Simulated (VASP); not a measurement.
The system is GaSb.

```
Ga Sb
1.0
     0.00000    3.05900    3.05900
     3.05900    0.00000    3.05900
     3.05900    3.05900    0.00000
Ga Sb
1 1
Direct
  0.00000 0.00000 0.00000
  0.25000 0.25000 0.25000
```

| Item | Value |
| --- | --- |
| Program | VASP 6.6.1 |
| Task | relaxation of cell and atoms |
| Functional | PBE |
| Potentials or basis | VASP PAW PBE potentials, release 64 (Ga, Sb) |
| Cutoff | 300 eV |
| k mesh | 5 × 5 × 5 |
| Occupations | gaussian, width 0.03 eV |
| Spin | no spin polarisation |

At the start: pressure 2.6 GPa; volume 28.62 Å³/atom.

**Question.** How do energy, volume and symmetry change on relaxing?

**Answer.** Over 3 steps the energy falls by 13.8 meV/atom and the volume is 30.30 Å³/atom (+5.9 %); space group F-43m (No. 216, to 0.05 Å).

The path:
```csv
step,energy change (eV),largest force (eV/Å),pressure (GPa),volume (Å³)
1,0.0000,0.0000,2.61,57.25
2,-0.0266,0.0000,-0.46,61.20
3,-0.0275,0.0000,-0.03,60.61
```

Final structure:
```xyz
2
Lattice="0.0000 3.1177 3.1177 3.1177 0.0000 3.1177 3.1177 3.1177 0.0000" Properties=species:S:1:pos:R:3 pbc="T T T"
Ga    0.0000    0.0000    0.0000
Sb    1.5588    1.5588    1.5588
```
